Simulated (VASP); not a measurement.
Output of a VASP run:

**OSZICAR**
```
...
DAV:   4    -0.373384651823E+02   -0.33526E+00   -0.33480E+00   716   0.118E+01
DAV:   5    -0.373404497557E+02   -0.19846E-02   -0.19845E-02   484   0.101E+00    0.315E+00
DAV:   6    -0.345474236920E+02    0.27930E+01   -0.11707E+00   604   0.115E+01    0.249E+00
DAV:   7    -0.339194060938E+02    0.62802E+00   -0.31840E-01   576   0.541E+00    0.104E+00
DAV:   8    -0.346185504833E+02   -0.69914E+00   -0.35498E-01   400   0.494E+00    0.609E-01
DAV:   9    -0.339542411591E+02    0.66431E+00   -0.22458E-01   384   0.444E+00    0.395E-01
DAV:  10    -0.339746263953E+02   -0.20385E-01   -0.52060E-02   392   0.288E+00    0.405E-01
DAV:  11    -0.339562029823E+02    0.18423E-01   -0.14939E-02   384   0.145E+00    0.183E-01
DAV:  12    -0.339575767252E+02   -0.13737E-02   -0.14821E-03   464   0.564E-01    0.120E-01
DAV:  13    -0.339817447201E+02   -0.24168E-01   -0.70127E-03   392   0.989E-01    0.405E-02
DAV:  14    -0.339827379621E+02   -0.99324E-03   -0.16966E-03   392   0.497E-01    0.195E-02
DAV:  15    -0.339826673287E+02    0.70633E-04   -0.50223E-05   632   0.797E-02    0.201E-02
DAV:  16    -0.339827268579E+02   -0.59529E-04   -0.33089E-06   472   0.193E-02    0.196E-02
DAV:  17    -0.339827455868E+02   -0.18729E-04   -0.54345E-05   400   0.936E-02    0.150E-02
DAV:  18    -0.339830005535E+02   -0.25497E-03   -0.15370E-04   392   0.158E-01    0.158E-02
DAV:  19    -0.339830885999E+02   -0.88046E-04   -0.88755E-05   392   0.110E-01    0.105E-02
DAV:  20    -0.339830891795E+02   -0.57957E-06   -0.19363E-06   444   0.123E-02
   1 F= -.33983089E+02 E0= -.33983089E+02  d E =-.339831E+02
       N       E                     dE             d eps       ncg     rms          rms(c)
DAV:   1    -0.339854192444E+02   -0.23306E-02   -0.55959E-02   420   0.241E+00    0.274E-01
DAV:   2    -0.339838602855E+02    0.15590E-02   -0.40999E-03   536   0.620E-01    0.134E-01
DAV:   3    -0.339833454054E+02    0.51488E-03   -0.20719E-03   660   0.396E-01    0.751E-02
DAV:   4    -0.339833528882E+02   -0.74828E-05   -0.88434E-05   404   0.107E-01    0.431E-02
DAV:   5    -0.339832447389E+02    0.10815E-03   -0.18225E-04   392   0.184E-01    0.927E-03
DAV:   6    -0.339833517157E+02   -0.10698E-03   -0.13332E-04   392   0.164E-01    0.399E-03
DAV:   7    -0.339833529011E+02   -0.11854E-05   -0.11723E-05   400   0.478E-02    0.373E-03
DAV:   8    -0.339833505751E+02    0.23260E-05   -0.69564E-06   392   0.338E-02    0.130E-03
DAV:   9    -0.339833513222E+02   -0.74715E-06   -0.46782E-06   392   0.274E-02
   2 F= -.33983351E+02 E0= -.33983351E+02  d E =-.262143E-03
       N       E                     dE             d eps       ncg     rms          rms(c)
DAV:   1    -0.339852252471E+02   -0.18747E-02   -0.48721E-02   420   0.224E+00    0.252E-01
DAV:   2    -0.339838703080E+02    0.13549E-02   -0.35099E-03   532   0.572E-01    0.123E-01
DAV:   3    -0.339834228866E+02    0.44742E-03   -0.17917E-03   668   0.368E-01    0.706E-02
DAV:   4    -0.339834250231E+02   -0.21365E-05   -0.72224E-05   408   0.985E-02    0.403E-02
DAV:   5    -0.339833006340E+02    0.12439E-03   -0.18348E-04   384   0.186E-01    0.950E-03
DAV:   6    -0.339834232562E+02   -0.12262E-03   -0.14367E-04   384   0.169E-01    0.377E-03
DAV:   7    -0.339834252395E+02   -0.19833E-05   -0.14548E-05   392   0.533E-02    0.347E-03
DAV:   8    -0.339834235166E+02    0.17230E-05   -0.66238E-06   396   0.332E-02    0.126E-03
DAV:   9    -0.339834243303E+02   -0.81372E-06   -0.40896E-06   392   0.256E-02
   3 F= -.33983424E+02 E0= -.33983424E+02  d E =-.335151E-03
```

File OUTCAR:
```
------------------------ aborting loop because EDIFF is reached ----------------------------------------
  FORCE on cell =-STRESS in cart. coord.  units (eV):
  Direction    XX          YY          ZZ          XY          YZ          ZX
  --------------------------------------------------------------------------------------
  Total        0.0005904      0.0005904      0.0005904     -0.0000000     -0.0000000      0.0000000
  in kB        0.0106000      0.0106000      0.0106000     -0.0000000     -0.0000000      0.0000000
  external PRESSURE =       0.0106000 kB  Pullay stress =       0.0000000 kB
  volume of cell :       89.24
      direct lattice vectors                 reciprocal lattice vectors
    -0.000000000  3.546858739  3.546858739    -0.140969809  0.140969809  0.140969809
     3.546858739 -0.000000000  3.546858739     0.140969809 -0.140969809  0.140969809
     3.546858739  3.546858739  0.000000000     0.140969809  0.140969809 -0.140969809
  FREE ENERGIE OF THE ION-ELECTRON SYSTEM (eV)
  ---------------------------------------------------
  free  energy   TOTEN  =       -33.9834243303 eV

  energy  without entropy=      -33.9834243303  energy(sigma->0) =      -33.98342433

 reached required accuracy - stopping structural energy minimisation
```
(Selected blocks of OUTCAR.)

File POSCAR:
```
KI
1
    0.0000000000     3.5350000000     3.5350000000
    3.5350000000     0.0000000000     3.5350000000
    3.5350000000     3.5350000000     0.0000000000
K I
1 1
Direct
  0.0000000000   0.0000000000   0.0000000000
  0.5000000000   0.5000000000   0.5000000000
```

Question: Reconstruct the remaining input files.

Answer: One answer among several that fit: the input of the run itself, r2SCAN meta-GGA, plane waves, VASP's PBE PAW potentials (set 64).

INCAR:
```
IBRION = 2   ! conjugate gradients
LCHARG = .FALSE.
METAGGA = R2SCAN
LMIXTAU = .TRUE.
PREC = Accurate
ISMEAR = 0
ALGO = Normal   ! blocked Davidson
ISIF = 3
LREAL = .FALSE.   ! projection in real space or not
LWAVE = .FALSE.
EDIFF = 1E-6   ! SCF stop (eV)
NSW = 60   ! most ionic steps
LASPH = .TRUE.   ! aspherical one-centre terms
SIGMA = 0.05
EDIFFG = -0.01
LMAXMIX = 4
NELM = 100
SYSTEM = KI
ENCUT = 480   ! plane-wave cut-off (eV)
```

File KPOINTS:
```
Automatic mesh
0
Gamma
6 6 6
0 0 0
```

POTCAR, in this order: K_sv I (PBE.64 set). Program: vasp_std.

The compound is KI in the rock salt structure. This run relaxes it. Symmetry was kept, so distortions that lower it aren't found.
